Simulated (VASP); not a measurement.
Output of a VASP run:

File OSZICAR:
```
       N       E                     dE             d eps       ncg     rms          rms(c)
DAV:   1     0.695685133449E+03    0.69569E+03   -0.26102E+04  1488   0.194E+03
DAV:   2     0.710727187858E+02   -0.62461E+03   -0.60038E+03  1642   0.531E+02
DAV:   3    -0.225269779144E+02   -0.93600E+02   -0.91931E+02  1979   0.226E+02
DAV:   4    -0.260449395183E+02   -0.35180E+01   -0.35066E+01  1756   0.498E+01
DAV:   5    -0.261867360914E+02   -0.14180E+00   -0.14176E+00  2111   0.945E+00    0.164E+01
DAV:   6    -0.187804751553E+02    0.74063E+01   -0.43585E+01  2330   0.595E+01    0.603E+00
DAV:   7    -0.185327325937E+02    0.24774E+00   -0.30871E+00  1886   0.163E+01    0.280E+00
DAV:   8    -0.185042866257E+02    0.28446E-01   -0.77667E-01  2271   0.686E+00    0.137E+00
DAV:   9    -0.184706791599E+02    0.33607E-01   -0.12622E-01  2398   0.377E+00    0.225E-01
DAV:  10    -0.184721526879E+02   -0.14735E-02   -0.14778E-02  1752   0.692E-01    0.825E-02
DAV:  11    -0.184721172225E+02    0.35465E-04   -0.51914E-04  2234   0.214E-01    0.246E-02
DAV:  12    -0.184721158637E+02    0.13588E-05   -0.51811E-05  1938   0.642E-02    0.518E-03
DAV:  13    -0.184721169861E+02   -0.11224E-05   -0.18149E-06  2071   0.144E-02    0.266E-03
DAV:  14    -0.184721167591E+02    0.22705E-06   -0.56070E-07  1632   0.101E-02    0.224E-04
DAV:  15    -0.184721167183E+02    0.40760E-07   -0.72328E-08  1101   0.208E-03
   1 F= -.18472117E+02 E0= -.18471370E+02  d E =-.184721E+02
       N       E                     dE             d eps       ncg     rms          rms(c)
DAV:   1    -0.184887851158E+02   -0.16668E-01   -0.13767E+00  1502   0.875E+00    0.636E-01
DAV:   2    -0.184835626448E+02    0.52225E-02   -0.55098E-02  1945   0.215E+00    0.387E-01
DAV:   3    -0.184784828950E+02    0.50797E-02   -0.71827E-03  2098   0.103E+00    0.602E-02
DAV:   4    -0.184785617401E+02   -0.78845E-04   -0.16218E-03  1976   0.294E-01    0.245E-02
DAV:   5    -0.184785467785E+02    0.14962E-04   -0.65515E-05  1959   0.859E-02    0.556E-03
DAV:   6    -0.184785477678E+02   -0.98930E-06   -0.14468E-05  1911   0.268E-02    0.440E-03
DAV:   7    -0.184785477842E+02   -0.16425E-07   -0.77566E-07  2000   0.947E-03
   2 F= -.18478548E+02 E0= -.18477845E+02  d E =-.643107E-02
       N       E                     dE             d eps       ncg     rms          rms(c)
DAV:   1    -0.185107372621E+02   -0.32189E-01   -0.37175E+00  1488   0.144E+01    0.105E+00
DAV:   2    -0.184964974861E+02    0.14240E-01   -0.14876E-01  1922   0.353E+00    0.639E-01
DAV:   3    -0.184827655494E+02    0.13732E-01   -0.19655E-02  2075   0.166E+00    0.102E-01
DAV:   4    -0.184829622495E+02   -0.19670E-03   -0.43231E-03  1970   0.472E-01    0.397E-02
DAV:   5    -0.184829234734E+02    0.38776E-04   -0.17174E-04  1928   0.144E-01    0.948E-03
DAV:   6    -0.184829257654E+02   -0.22921E-05   -0.37547E-05  1865   0.430E-02    0.706E-03
DAV:   7    -0.184829257847E+02   -0.19214E-07   -0.24607E-06  2265   0.175E-02    0.280E-03
DAV:   8    -0.184829256396E+02    0.14502E-06   -0.73060E-07  1970   0.786E-03    0.576E-04
DAV:   9    -0.184829256598E+02   -0.20152E-07   -0.37732E-08  1087   0.240E-03
   3 F= -.18482926E+02 E0= -.18482257E+02  d E =-.108089E-01
```

OUTCAR:
```
------------------------ aborting loop because EDIFF is reached ----------------------------------------
  FORCE on cell =-STRESS in cart. coord.  units (eV):
  Direction    XX          YY          ZZ          XY          YZ          ZX
  --------------------------------------------------------------------------------------
  Total       -2.7753795     -2.7753795     -2.8243804      0.0000000      0.0000000      0.0000000
  in kB      -44.2686677    -44.2686677    -45.0502563      0.0000000      0.0000000      0.0000000
  external PRESSURE =     -44.5291972 kB  Pullay stress =       0.0000000 kB
  volume of cell :      100.45
      direct lattice vectors                 reciprocal lattice vectors
     5.307152021  0.000000000  0.000000000     0.188424977 -0.000000000  0.000000000
     0.000000000  5.307152021  0.000000000    -0.000000000  0.188424977  0.000000000
     0.000000000  0.000000000  3.566263708     0.000000000  0.000000000  0.280405512
 POSITION                                       TOTAL-FORCE (eV/Angst)
 -----------------------------------------------------------------------------------
      0.00000      0.00000      0.00000        -0.000000     -0.000000      0.000000
      2.65358      2.65358      1.78313        -0.000000     -0.000000      0.000000
      1.63992      1.63992      0.00000        -0.004417     -0.004417     -0.000000
      4.29350      1.01366      1.78313        -0.004417      0.004417      0.000000
      1.01366      4.29350      1.78313         0.004417     -0.004417     -0.000000
      3.66723      3.66723      0.00000         0.004417      0.004417      0.000000
 -----------------------------------------------------------------------------------
    total drift:                                0.000000      0.000000      0.000000
  FREE ENERGIE OF THE ION-ELECTRON SYSTEM (eV)
  ---------------------------------------------------
  free  energy   TOTEN  =       -18.4829256598 eV

  energy  without entropy=      -18.4815887750  energy(sigma->0) =      -18.48225722

 reached required accuracy - stopping structural energy minimisation
```
(Selected blocks of OUTCAR.)

### POSCAR
```
PbO2
1
    5.2655698409     0.0000000000     0.0000000000
    0.0000000000     5.2655698409     0.0000000000
    0.0000000000     0.0000000000     3.6228116448
Pb O
2 4
Direct
  0.0000000000   0.0000000000   0.0000000000
  0.5000000000   0.5000000000   0.5000000000
  0.3076520505   0.3076520505   0.0000000000
  0.8076520505   0.1923479495   0.5000000000
  0.1923479495   0.8076520505   0.5000000000
  0.6923479495   0.6923479495   0.0000000000
```

Task: Reconstruct the remaining input files.

Result: Several could match; the one computed here: the input of the run itself, vdW-DF2, plane waves, VASP's PBE PAW potentials (set 64).

INCAR:
```
SYSTEM = PbO2
PREC = Accurate; ENCUT = 520; LREAL = .FALSE.
LASPH = .TRUE.
EDIFF = 1E-7; NELM = 100; ALGO = Normal
LMAXMIX = 4
ISMEAR = 0; SIGMA = 0.05
GGA = ML; LUSE_VDW = .TRUE.; AGGAC = 0.0
ZAB_VDW = -1.8867
IBRION = 2; NSW = 30; ISIF = 4
EDIFFG = -0.01
LWAVE = .FALSE.; LCHARG = .FALSE.
```

KPOINTS:
```
Automatic mesh
0
Gamma
5 5 6
0 0 0
```

POTCAR, in this order: Pb_d O (PBE.64 set). Program: vasp_std.

The compound is PbO2 in the rutile structure. This cell is one point of a volume scan, at 1.06 of the reference volume. Symmetry was kept, so distortions that lower it aren't found.
